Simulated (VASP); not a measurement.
## NiSe (space group P4/nmm): computed properties

These are PBEsol GGA, VASP's PBE PAW potentials (set 64) (plane waves; VASP 6.6.1) values and carry that method's errors.

```yaml
space_group: P4/nmm (129)
cell: a = b = 3.5545 Å, c = 5.2161 Å, α = β = γ = 90.00°
volume_per_atom: 16.48 Å³/atom
band gap (over mesh and band path): none (metal, semimetal or under 0.01 eV)
density: 6.94 g/cm³
```

```cif
data_Ni2Se2
_chemical_formula_sum 'Ni2 Se2'
_space_group_name_H-M_alt 'P4/nmm :1'
_space_group_IT_number 129
_space_group_name_Hall 'P 4ab 2ab -1ab'
_cell_length_a 3.55446
_cell_length_b 3.55446
_cell_length_c 5.21606
_cell_angle_alpha 90.000
_cell_angle_beta 90.000
_cell_angle_gamma 90.000
loop_
_space_group_symop_operation_xyz
  'x, y, z'
  '-y+1/2, x+1/2, z'
  '-x, -y, z'
  'y+1/2, -x+1/2, z'
  'x+1/2, -y+1/2, -z'
  '-y, -x, -z'
  '-x+1/2, y+1/2, -z'
  'y, x, -z'
  '-x+1/2, -y+1/2, -z'
  'y, -x, -z'
  'x+1/2, y+1/2, -z'
  '-y, x, -z'
  '-x, y, z'
  'y+1/2, x+1/2, z'
  'x, -y, z'
  '-y+1/2, -x+1/2, z'
loop_
_atom_site_label
_atom_site_type_symbol
_atom_site_symmetry_multiplicity
_atom_site_Wyckoff_symbol
_atom_site_fract_x
_atom_site_fract_y
_atom_site_fract_z
_atom_site_occupancy
Ni1 Ni 2 a 0.00000 0.00000 0.00000 1
Se1 Se 2 c 0.00000 0.50000 0.29219 1
```

Without a dispersion term in the relaxation, distances and binding between the weakly bound layers, chains or molecules are unreliable, and so is what depends on them.

The structure comes from a computed database's NiSe entry (P4/nmm); how it stands against other phases isn't given here. It was relaxed first, which changed the volume by -9 %. Symmetry was kept, so distortions that lower it aren't found. The run is not spin-polarised, so no magnetic state was tried.
